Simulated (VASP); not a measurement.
Output of a VASP run:

File OSZICAR:
```
       N       E                     dE             d eps       ncg     rms          rms(c)
DAV:   1     0.377377829138E+03    0.37738E+03   -0.17611E+04  2816   0.239E+03
DAV:   2     0.381550411448E+02   -0.33922E+03   -0.32457E+03  2872   0.543E+02
DAV:   3    -0.191095464497E+02   -0.57265E+02   -0.55986E+02  3012   0.206E+02
DAV:   4    -0.221852266222E+02   -0.30757E+01   -0.30537E+01  3256   0.494E+01
DAV:   5    -0.222189026936E+02   -0.33676E-01   -0.33634E-01  3108   0.547E+00    0.145E+01
DAV:   6    -0.192784929890E+02    0.29404E+01   -0.95781E+00  4540   0.716E+01    0.928E+00
DAV:   7    -0.194688931770E+02   -0.19040E+00   -0.27876E+00  2952   0.187E+01    0.559E+00
DAV:   8    -0.194930100664E+02   -0.24117E-01   -0.92978E-01  4020   0.106E+01    0.198E+00
DAV:   9    -0.194152556309E+02    0.77754E-01   -0.20831E-01  4232   0.913E+00    0.486E-01
DAV:  10    -0.194183540630E+02   -0.30984E-02   -0.66482E-02  2920   0.202E+00    0.819E-02
DAV:  11    -0.194186035724E+02   -0.24951E-03   -0.14015E-03  3268   0.413E-01    0.606E-02
DAV:  12    -0.194186525363E+02   -0.48964E-04   -0.13675E-04  3180   0.357E-01    0.438E-02
DAV:  13    -0.194186345904E+02    0.17946E-04   -0.87655E-05  3848   0.264E-01    0.572E-03
DAV:  14    -0.194186373452E+02   -0.27548E-05   -0.26130E-05  2932   0.470E-02    0.512E-03
DAV:  15    -0.194186378959E+02   -0.55064E-06   -0.21732E-06  2908   0.255E-02
   1 F= -.19418638E+02 E0= -.19418638E+02  d E =-.307490E-13  mag=    -0.0000     0.0000    -0.0000
       N       E                     dE             ncg
       N       E                     dE             ncg
```

File OUTCAR:
```
------------------------ aborting loop because EDIFF is reached ----------------------------------------
  FORCE on cell =-STRESS in cart. coord.  units (eV):
  Direction    XX          YY          ZZ          XY          YZ          ZX
  --------------------------------------------------------------------------------------
  Total       -0.0534970     -0.0534970     -0.0102138      0.0000000      0.0000000      0.0000000
  in kB       -1.8071402     -1.8071407     -0.3450229      0.0000000      0.0000000      0.0000000
  external PRESSURE =      -1.3197680 kB  Pullay stress =       0.0000000 kB
  volume of cell :       47.43
      direct lattice vectors                 reciprocal lattice vectors
     1.618962249 -2.804125304  0.000000000     0.308839814 -0.178308722  0.000000000
     1.618962249  2.804125304  0.000000000     0.308839814  0.178308722  0.000000000
     0.000000000  0.000000000  5.223771093     0.000000000  0.000000000  0.191432584
  FREE ENERGIE OF THE ION-ELECTRON SYSTEM (eV)
  ---------------------------------------------------
  free  energy   TOTEN  =       -19.4186378959 eV

  energy  without entropy=      -19.4186378959  energy(sigma->0) =      -19.41863790

 Ion:    1  E_soc:     -0.0077917

 Ion:    2  E_soc:     -0.0077917

 Ion:    3  E_soc:     -0.0002424

 Ion:    4  E_soc:     -0.0002424
```
(Selected blocks of OUTCAR.)

**POSCAR**
```
ZnO
1
    1.6189622490    -2.8041253035    -0.0000000000
    1.6189622490     2.8041253035     0.0000000000
   -0.0000000000     0.0000000000     5.2237710928
Zn O
2 2
Direct
  0.6666670000   0.3333330000   0.5015316234
  0.3333330000   0.6666670000   0.0015316234
  0.6666670000   0.3333330000   0.8804683766
  0.3333330000   0.6666670000   0.3804683766
```

Reconstruct the remaining input files.

This is not unique; one that fits is the input of the run itself, PBEsol GGA with spin-orbit coupling, plane waves, VASP's PBE PAW potentials (set 64).

**INCAR**
```
SYSTEM = ZnO
PREC = Accurate
ENCUT = 520
EDIFF = 1E-6
NELM = 100
ALGO = Normal
LREAL = .FALSE.
LASPH = .TRUE.
ISMEAR = 0
SIGMA = 0.05
GGA = PS
LMAXMIX = 4
LWAVE = .FALSE.
LCHARG = .FALSE.
LSORBIT = .TRUE.
MAGMOM = 0 0 0 0 0 0 0 0 0 0 0 0
GGA_COMPAT = .FALSE.
```

### KPOINTS
```
Automatic mesh
0
Gamma
7 7 4
0 0 0
```

### KPOINTS_OPT
```
k-points along high-symmetry lines
5
Line-mode
Reciprocal
  0.000000   0.000000   0.000000 ! GAMMA
 -0.000000   0.500000   0.000000 ! M

 -0.000000   0.500000   0.000000 ! M
 -0.333333   0.666667   0.000000 ! K

 -0.333333   0.666667   0.000000 ! K
  0.000000   0.000000   0.000000 ! GAMMA

  0.000000   0.000000   0.000000 ! GAMMA
  0.000000   0.000000   0.500000 ! A

  0.000000   0.000000   0.500000 ! A
 -0.000000   0.500000   0.500000 ! L

 -0.000000   0.500000   0.500000 ! L
 -0.333333   0.666667   0.500000 ! H

 -0.333333   0.666667   0.500000 ! H
  0.000000   0.000000   0.500000 ! A

 -0.000000   0.500000   0.500000 ! L
 -0.000000   0.500000   0.000000 ! M

 -0.333333   0.666667   0.500000 ! H
 -0.333333   0.666667   0.000000 ! K
```

POTCAR, in this order: Zn O (PBE.64 set). Program: vasp_ncl.

The compound is ZnO in the wurtzite structure. It was relaxed first.
